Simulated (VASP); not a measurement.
# MnHg (Pm-3m) in VASP: a series of runs

Runs on MnHg. Level: r2SCAN. Tasks: single point.

Everything below comes from runs of VASP 6.6.1. Logs are shortened: lines on timing, memory, paths and dates and some standing lists are left out, and cuts for length are marked.

## Step 1: The structure

Symmetry: Pm-3m, No. 221, cubic system. Conventional cell: a = 3.315 Å, b = 3.315 Å, c = 3.315 Å, α = 90.00°, β = 90.00°, γ = 90.00°. Hg (site symmetry m-3m) has 8 Mn at 2.87 Å as nearest neighbours. Mn (site symmetry m-3m) has 8 Hg at 2.87 Å as nearest neighbours.

## Step 2: Single point, r2SCAN, collinear spin, ferromagnetic start

INCAR

```
PREC = Accurate
ENCUT = 300
EDIFF = 1E-6
ISMEAR = 1
SIGMA = 0.15
LREAL = False
LASPH = True
NELM = 100
ALGO = Normal
ISIF = 2
LWAVE = False
LCHARG = False
ISPIN = 2
MAGMOM = 0 4
LORBIT = 11
LMAXMIX = 4
METAGGA = R2SCAN
LMIXTAU = True
NBANDS = 24
ADDGRID = False
```

KPOINTS

```
regular mesh
0
Gamma
  3 3 3
```

POSCAR

```
MnHg
1.0
    3.3150000000      0.0000000000      0.0000000000
    0.0000000000      3.3150000000      0.0000000000
    0.0000000000      0.0000000000      3.3150000000
Hg Mn
1 1
Direct
   -0.0058010000      0.0109980000     -0.0122330000
    0.5154140000      0.4990250000      0.4770600000
```

Potentials or basis: VASP PAW PBE potentials, release 64 (Hg, Mn_pv).

On the command line:

```
cat potpaw_PBE.64/Hg/POTCAR potpaw_PBE.64/Mn_pv/POTCAR > POTCAR
mpirun -np 1 vasp_std > vasp.out
```

OUTCAR:

```text
PREC = Accurate
   ENCUT = 300
   EDIFF = 1E-6
   ISMEAR = 1
   LREAL = False
   LASPH = True
   NELM = 100
   ISIF = 2
   ISPIN = 2
   LORBIT = 11
   METAGGA = R2SCAN

 Found     14 irreducible k-points:

 Following reciprocal coordinates:
            Coordinates               Weight
  0.000000  0.000000  0.000000      1.000000
  0.333333  0.000000  0.000000      2.000000
  0.000000  0.333333  0.000000      2.000000
  0.000000  0.000000  0.333333      2.000000
  0.333333  0.333333  0.000000      2.000000
  0.000000  0.333333  0.333333      2.000000
   k-points           NKPTS =     14   k-points in BZ     NKDIM =     14   number of bands    NBANDS=     24
   number of dos      NEDOS =    301   number of ions     NIONS =      2
   total plane-waves  NPLWV =   8000
   dimension x,y,z NGX =    20 NGY =   20 NGZ =   20
   dimension x,y,z NGXF=    40 NGYF=   40 NGZF=   40
   ions per type =               1   1
   NGX,Y,Z   is equivalent  to a cutoff of  10.03, 10.03, 10.03 a.u.
   NGXF,Y,Z  is equivalent  to a cutoff of  20.06, 20.06, 20.06 a.u.
 SYSTEM =  unknown system
   PREC   = accura    normal or accurate (medium, high low for compatibility)
   ISTART =      0    job   : 0-new  1-cont  2-samecut
   ICHARG =      2    charge: 1-file 2-atom 10-const
   ISPIN  =      2    spin polarized calculation?
   LNONCOLLINEAR =      F non collinear calculations
   LSORBIT =      F    spin-orbit coupling
   LASPH  =      T    aspherical Exc in radial PAW
   ENCUT  =  300.0 eV  22.05 Ry    4.70 a.u.   4.68  4.68  4.68*2*pi/ulx,y,z
   NELM   =    100;   NELMIN=  2; NELMDL= -5     # of ELM steps
   EDIFF  = 0.1E-05   stopping-criterion for ELM
   LREAL  =      F    real-space projection
   EDIFFG = 0.1E-04   stopping-criterion for IOM
   NSW    =      0    number of steps for IOM
   IBRION =     -1    ionic relax: 0-MD 1-quasi-New 2-CG
   NFREE  =      0    steps in history (QN), initial steepest desc. (CG)
   ISIF   =      2    stress and relaxation
   ISYM   =      2    0-nonsym 1-usesym 2-fastsym
   POTIM  = 0.5000    time-step for ionic-motion
   TEBEG  =    0.0;   TEEND  =   0.0 temperature during run
   PSTRESS=    0.0 pullay stress
   NELECT =      25.0000    total number of electrons
   NUPDOWN=      -1.0000    fix difference up-down
   EMIN   =  10.00;   EMAX   =-10.00  energy-range for DOS
   EFERMI =   0.00;   METHOD = LEGACY
   ISMEAR =     1;   SIGMA  =   0.15  broadening in eV -4-tet -1-fermi 0-gaus
   EFERMI_NEDOS =   21; number of points for ismear=-14 and -15
   IALGO  =     38    algorithm
   IMIX   =      4    mixing-type and parameters
     AMIX     =   0.40;   BMIX     =  1.00
     AMIX_MAG =   1.60;   BMIX_MAG =  1.00
  volume/ion in A,a.u.               =      18.21       122.92
  Fermi-wavevector in a.u.,A,eV,Ry     =   1.444014  2.728790 28.370534  2.085175
  Thomas-Fermi vector in A             =   2.562356
   LORBIT       =     11    0 simple, 1 ext, 2 COOP (PROOUT), +10 PAW based schemes
   METAGGA = R2SCAN    functional components
   LHFCALC =     F    Hartree Fock is set to
   AEXX    =    0.0000 exact exchange contribution
   IVDW    =     0    specifies the selected vdW correction
   LEPSILON=     F    determine dielectric tensor
   LRPA    =     F    only Hartree local field effects (RPA)
 spin polarized calculation
 Methfessel and Paxton  Order N= 1 SIGMA  =   0.15
  energy-cutoff  :      300.00
  volume of cell :       36.43
 maximum number of plane-waves:       437
   NGX =  9   NGY =  9   NGZ =  9

 number of electron      24.9999993 magnetization       3.5925991

 Free energy of the ion-electron system (eV)
  ---------------------------------------------------
  ext. energy  EPLUGINS =         0.00000000
  ---------------------------------------------------
  free energy    TOTEN  =       -63.79905045 eV

  energy without entropy =      -63.79424354  energy(sigma->0) =      -63.79744814

 E-fermi :   5.6396     XC(G=0): -12.6486

 val. band max:        4.8073853082   @ k =   0.3333  -0.3333   0.3333
 cond. band min:       5.7039590246   @ k =   0.0000  -0.3333   0.3333
 fundamental gap:      0.8965737164
 Fermi energy:         5.6395881868

 spin component 1

 k-point     1 :       0.0000    0.0000    0.0000
  band No.  band energies     occupation
      1     -47.1418      1.00000
      2     -47.1416      1.00000
      3     -47.1413      1.00000
      4      -4.4076      1.00000
      5      -3.1379      1.00000
      6      -3.1342      1.00000
[... 16 lines left out ...]
     23      23.4538      0.00000
     24      27.2094      0.00000

 k-point     2 :       0.3333    0.0000    0.0000
  band No.  band energies     occupation
      1     -47.1538      1.00000
      2     -47.1413      1.00000
      3     -47.1412      1.00000
      4      -3.2061      1.00000
      5      -2.9116      1.00000
      6      -2.2251      1.00000
[... 16 lines left out ...]
     23      20.3625      0.00000
     24      24.8832      0.00000

 k-point     3 :       0.0000    0.3333    0.0000
  band No.  band energies     occupation
      1     -47.1541      1.00000
      2     -47.1414      1.00000
      3     -47.1409      1.00000
      4      -3.2032      1.00000
      5      -2.9103      1.00000
      6      -2.2296      1.00000
[... 16 lines left out ...]
     23      20.3705      0.00000
     24      24.8936      0.00000

 k-point     4 :       0.0000    0.0000    0.3333
  band No.  band energies     occupation
      1     -47.1541      1.00000
      2     -47.1413      1.00000
      3     -47.1410      1.00000
      4      -3.2029      1.00000
      5      -2.9102      1.00000
      6      -2.2302      1.00000
[... 16 lines left out ...]
     23      20.3709      0.00000
     24      24.8946      0.00000

 k-point     5 :       0.3333    0.3333    0.0000
  band No.  band energies     occupation
      1     -47.1529      1.00000
      2     -47.1525      1.00000
      3     -47.1404      1.00000
      4      -3.0478      1.00000
      5      -2.9020      1.00000
      6      -2.3552      1.00000
[... 16 lines left out ...]
     23      23.8319      0.00000
     24      25.0156      0.00000

 k-point     6 :       0.0000    0.3333    0.3333
  band No.  band energies     occupation
      1     -47.1532      1.00000
      2     -47.1525      1.00000
      3     -47.1401      1.00000
      4      -3.0475      1.00000
      5      -2.8966      1.00000
      6      -2.3454      1.00000
[... 16 lines left out ...]
     23      23.8426      0.00000
     24      25.0160      0.00000

 [... further k-points ...]

 spin component 2

 k-point     1 :       0.0000    0.0000    0.0000
  band No.  band energies     occupation
      1     -41.6742      1.00000
      2     -41.6733      1.00000
      3     -41.6702      1.00000
      4      -4.7523      1.00000
      5      -3.2320      1.00000
      6      -3.2293      1.00000
[... 16 lines left out ...]
     23      23.2340      0.00000
     24      28.6596      0.00000

 k-point     2 :       0.3333    0.0000    0.0000
  band No.  band energies     occupation
      1     -41.6881      1.00000
      2     -41.6730      1.00000
      3     -41.6724      1.00000
      4      -3.5403      1.00000
      5      -3.0591      1.00000
      6      -2.2603      1.00000
[... 16 lines left out ...]
     23      20.9103      0.00000
     24      25.7319      0.00000

 k-point     3 :       0.0000    0.3333    0.0000
  band No.  band energies     occupation
      1     -41.6911      1.00000
      2     -41.6729      1.00000
      3     -41.6694      1.00000
      4      -3.5374      1.00000
      5      -3.0579      1.00000
      6      -2.2634      1.00000
[... 16 lines left out ...]
     23      20.9558      0.00000
     24      25.7408      0.00000

 k-point     4 :       0.0000    0.0000    0.3333
  band No.  band energies     occupation
      1     -41.6909      1.00000
      2     -41.6729      1.00000
      3     -41.6696      1.00000
      4      -3.5372      1.00000
      5      -3.0578      1.00000
      6      -2.2638      1.00000
[... 16 lines left out ...]
     23      20.9582      0.00000
     24      25.7419      0.00000

 k-point     5 :       0.3333    0.3333    0.0000
  band No.  band energies     occupation
      1     -41.6891      1.00000
      2     -41.6860      1.00000
      3     -41.6712      1.00000
      4      -3.1353      1.00000
      5      -2.9930      1.00000
      6      -2.3041      1.00000
[... 16 lines left out ...]
     23      24.6341      0.00000
     24      25.3263      0.00000

 k-point     6 :       0.0000    0.3333    0.3333
  band No.  band energies     occupation
      1     -41.6896      1.00000
      2     -41.6883      1.00000
      3     -41.6683      1.00000
      4      -3.1336      1.00000
      5      -2.9907      1.00000
      6      -2.2973      1.00000
[... 16 lines left out ...]
     23      24.6506      0.00000
     24      25.3262      0.00000

 [... further k-points ...]
[... 5 lines left out ...]
  --------------------------------------------------------------------------------------
  -------------------------------------------------------------------------------------
  Total       -0.3345155     -0.3078405     -0.3032885     -0.0439167      0.0229384     -0.0347926
  in kB      -14.7121507    -13.5389750    -13.3387726     -1.9314781      1.0088414     -1.5301940
  external PRESSURE =     -13.8632994 kB  Pullay stress =       0.0000000 kB

 VOLUME and BASIS-vectors are now :
 -----------------------------------------------------------------------------
  energy-cutoff  :      300.00
  volume of cell :       36.43
      direct lattice vectors                 reciprocal lattice vectors
     3.315000000  0.000000000  0.000000000     0.301659125  0.000000000  0.000000000
     0.000000000  3.315000000  0.000000000     0.000000000  0.301659125  0.000000000
     0.000000000  0.000000000  3.315000000     0.000000000  0.000000000  0.301659125

 POSITION                                       TOTAL-FORCE (eV/Angst)
 -----------------------------------------------------------------------------------
      3.29577      0.03646      3.27445         0.238418     -0.139971     -0.113741
      1.70860      1.65427      1.58145        -0.238418      0.139971      0.113741
 -----------------------------------------------------------------------------------
    total drift:                                0.001229      0.006526     -0.018152

  FREE ENERGIE OF THE ION-ELECTRON SYSTEM (eV)
  ---------------------------------------------------
  free  energy   TOTEN  =       -63.7990504458 eV

  energy  without entropy=      -63.7942435375  energy(sigma->0) =      -63.79744814

 total charge

# of ion       s       p       d       tot
------------------------------------------
    1        0.816   0.552   9.229  10.597
    2        0.261   6.169   4.962  11.393
--------------------------------------------------
tot          1.077   6.722  14.191  21.990

 magnetization (x)

# of ion       s       p       d       tot
------------------------------------------
    1       -0.057  -0.175   0.031  -0.201
    2        0.016  -0.016   3.907   3.907
--------------------------------------------------
tot         -0.041  -0.191   3.938   3.706
```

It took 36 s on 1 thread of Intel Xeon Platinum 8488C (Sapphire Rapids), shared host; peak memory 0.13 GiB.

The run converged, but some of its settings lie outside the range that counts as converged, so its numbers aren't taken as properties of the crystal.

Results:

```
Free energy                                           : -63.7991 eV
Largest force                                         : 0.299 eV/Å
Band gap on the k mesh                                : none (metal or under the smearing width)
Net moment                                            : 3.59 μB per cell
Site moments                                          : Hg -0.20; Mn +3.91 μB
Valence electrons inside the program's atomic spheres : Hg 10.60; Mn 11.39
```

Caveat: the k mesh is coarse (spacing up to 0.63 Å⁻¹), so the values aren't converged; the cutoff is under 1.25 times the usual one of these potentials, so pressure, stress and relaxed cells hold a basis-set (Pulay) error; the PAW data sets were made with another functional, which shifts forces and pressure a little.

(Part 1 of 2 ends here.)
